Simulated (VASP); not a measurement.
Crystal: Be3Se2O.

```
CELL_PARAMETERS angstrom
5.09538 0.00000 0.00000
-2.54769 4.41273 0.00000
0.00000 0.00000 4.55913
ATOMIC_POSITIONS crystal
Be 0.21537 0.00000 0.50000
Be 0.00000 0.21537 0.50000
Be 0.78463 0.78463 0.50000
Se 0.33333 0.66667 0.50000
Se 0.66667 0.33333 0.50000
O 0.00000 0.00000 0.00000
```

The cell was built by a generator and needn't be a form met in nature.

```yaml
Program: VASP 6.6.1
Task: relaxation of cell and atoms
Functional: PBE
Potentials_or_basis: VASP PAW PBE potentials, release 64 (Be, Se, O)
Cutoff: 520 eV
k_mesh: 3 × 3 × 3
Occupations: gaussian, width 0.15 eV
Spin: no spin polarisation
```

At the start: pressure 7.6 GPa; volume 17.08 Å³/atom.

Where does the relaxation end?

Over 11 steps the energy falls by 958.1 meV/atom and the volume is 13.85 Å³/atom (-18.9 %); space group P-62m (No. 189, to 0.05 Å).

The path:
| step | energy change (eV) | largest force (eV/Å) | pressure (GPa) | volume (Å³) |
| --- | --- | --- | --- | --- |
| 1 | 0.0000 | 1.7519 | 7.56 | 102.51 |
| 2 | -2.4951 | 0.7204 | -7.63 | 113.71 |
| 3 | -2.8697 | 0.3319 | -11.71 | 117.92 |
| 4 | -5.0019 | 0.6692 | -10.50 | 99.02 |
| 5 | -5.1680 | 0.8322 | -9.25 | 95.09 |
| 6 | -5.1888 | 0.8633 | -8.33 | 93.28 |
| 7 | -5.6168 | 1.0729 | 3.52 | 80.63 |
| 8 | -5.6240 | 1.0536 | 1.84 | 81.87 |
| 9 | -5.7429 | 0.1132 | 1.24 | 81.79 |
| 10 | -5.7445 | 0.0117 | 1.15 | 81.78 |
| 11 | -5.7487 | 0.0014 | -0.46 | 83.12 |

Final structure:
```yaml
crystal:
  lattice:
    - [5.58493, 0.00000, 0.00000]
    - [-2.79247, 4.83669, 0.00000]
    - [0.00000, 0.00000, 3.07716]
  atoms:
    - { symbol: Be, position: [0.23368, 0.00000, 0.50000] }
    - { symbol: Be, position: [0.00000, 0.23368, 0.50000] }
    - { symbol: Be, position: [0.76632, 0.76632, 0.50000] }
    - { symbol: Se, position: [0.33333, 0.66667, 0.50000] }
    - { symbol: Se, position: [0.66667, 0.33333, 0.50000] }
    - { symbol: O, position: [0.00000, 0.00000, 0.00000] }
```

Caveat: the k mesh is coarse (spacing up to 0.47 Å⁻¹), so the values aren't converged; the volume moved by over 15 % at a fixed basis, so the end points are rough.
